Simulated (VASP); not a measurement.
## KI: energy against volume

KI (rock salt, Fm-3m, 43.248 Å³/atom and stress up to 0.03 GPa in the relaxed cell, cube axes along x, y and z) under an equal strain ε along all three axes. PBEsol in VASP (plane waves, PAW), 480 eV, 8×8×8 Γ-centred mesh, Gaussian smearing 0.05 eV; ions are relaxed, or left where forces stay under 0.02 eV/Å, within the symmetry of each cell.

Here V stands for volume and E for E less E0.

```
volume (Å³/atom)  E less E0 (meV/atom)  pressure (GPa)
----------------  --------------------  --------------
40.7047                           6.02            0.82
41.3309                           3.25            0.58
41.9635                           1.36            0.36
42.6025                           0.29            0.16
43.2480                           0.00           -0.03
43.9000                           0.44           -0.20
44.5585                           1.57           -0.36
45.2235                           3.35           -0.51
45.8952                           5.74           -0.65
47.2583                              ?               ?
```

Question: Using the third-order Birch-Murnaghan form, a cubic in V^(-2/3), estimate the missing E at V = 47.2583 from the other rows, showing the fit.

Answer: With u = V^(-2/3) - 0.0812, the rows have u = 0.0033091, 0.0024534, 0.0016105, 0.0007804, -0.0000374, -0.0008430, -0.0016367, -0.0024186, -0.0031891. Least squares gives E = -0.004 - 59.6·u + 556855·u² + 3386941·u³. Residuals (row less fit): 0.001, -0.002, 0.002, 0.000, 0.001, 0.000, 0.000, 0.000, 0.000; standard error 0.001 (degrees of freedom: 5). Its minimum lies at u = 0.0000535, so V0 = (0.0812535)^(-3/2) = 43.18. There d²E/du² = 1115000 and d³E/du³ = 2.032e7, so B0 = (4/9) × 43.18^(-7/3) × 1115000 × 0.160218 = 12.1 GPa (the last factor turns the table's units into GPa), and B0' = 4 + (2/3) × 0.0812535 × (2.032e7)/1115000 = 5.0. B0' rests on the cubic coefficient alone and has a standard error of 0.1 from these residuals. At the withheld row, u = -0.0046965, so E = -0.004 - 59.6 × (-0.0046965) + 556855 × (-0.0046965)² + 3386941 × (-0.0046965)³ = 12.208 meV/atom. The calculation gives 12.21 meV/atom, which the fit meets to the printed digits. The row lies outside the fitted rows, so this is an extrapolation. The scatter of the fitted rows lies at the last printed digit.

Spin-orbit coupling is left out, which can shift these values for the heavy elements here. Other structures, which can take over under pressure, weren't tried. The same form fitted to the pressure column gives B0' = 5.0; series where the two differ by over 0.4 aren't shown. Rows are the converged runs of the series near zero and its far end, less any whose ions stayed unrelaxed beside relaxed ones; series whose fitted rows scatter by over a few per cent of the range, as at a crossing or softening among them, aren't shown in this form.
